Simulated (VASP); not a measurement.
Method: PBEsol GGA with spin-orbit coupling, VASP's PBE PAW potentials (set 64) (plane waves; VASP).

The input files of a VASP run:

INCAR:
```
LREAL = F   ! projection in real space or not
NELM = 100
EDIFF = 1E-6   ! SCF stop (eV)
LWAVE = F
ISMEAR = -1   ! Fermi-Dirac
LMAXMIX = 4
LSORBIT = T
ALGO = Normal   ! blocked Davidson
GGA_COMPAT = F
LORBIT = 11   ! lm-projected
ISIF = 2   ! forces and stress, cell fixed
LASPH = T
SIGMA = 0.01   ! width (eV)
MAGMOM = 0.0 0.0 0.0 0.0 0.0 0.0
LCHARG = F
ENCUT = 300   ! plane-wave cut-off (eV)
PREC = Accurate
SYSTEM = SrTe
GGA = PS   ! PBEsol
LNONCOLLINEAR = T
```

**POSCAR**
```
SrTe
1.0
  0.0000000000   3.3300000000   3.3300000000
  3.3300000000   0.0000000000   3.3300000000
  3.3300000000   3.3300000000   0.0000000000
Sr Te
1 1
direct
  0.0000000000   0.0000000000   0.0000000000
  0.5000000000   0.5000000000   0.5000000000
```

KPOINTS:
```
K-points
0
gamma
  6 6 6
0 0 0
```

POTCAR, in this order: Sr_sv Te (PBE.64 set). Program: vasp_ncl.

At this cut-off the stress carries a Pulay error, which pulls relaxed volumes low.

What does the run give for the energy per atom (σ→0), band gap (on the k-mesh)?

```
Property                               Value
------------------------  ------------------
energy per atom (σ→0)     -434.6 kJ/mol-atom
band gap (on the k-mesh)             1.33 eV
```

**OSZICAR**
```
...
DAV:   8    -0.901010797420E+01   -0.36845E-02   -0.31386E-02  1152   0.132E+00    0.374E-01
DAV:   9    -0.900935979739E+01    0.74818E-03   -0.75902E-03  1096   0.406E-01    0.176E-01
DAV:  10    -0.900949740777E+01   -0.13761E-03   -0.39706E-04  1096   0.114E-01    0.928E-02
DAV:  11    -0.900956881976E+01   -0.71412E-04   -0.45573E-05   976   0.541E-02    0.248E-02
DAV:  12    -0.900957816639E+01   -0.93466E-05   -0.67422E-06   880   0.163E-02    0.113E-02
DAV:  13    -0.900958013253E+01   -0.19661E-05   -0.16497E-06   800   0.984E-03    0.901E-03
DAV:  14    -0.900957991193E+01    0.22061E-06   -0.21618E-07   648   0.326E-03
   1 F= -.90095799E+01 E0= -.90095799E+01  d E =-.104728E-13  mag=     0.0000     0.0000    -0.0000
```

The structure is a typed SrTe crystal (Fm-3m). The cell was not relaxed at this level. The run is one of a series of settings (GGA_COMPAT = .FALSE., LNONCOLLINEAR = .TRUE., LSORBIT = .TRUE., MAGMOM = 0.0 0.0 0.0 0.0 0.0 0.0, program vasp_ncl against the base run), some of them coarse on purpose.
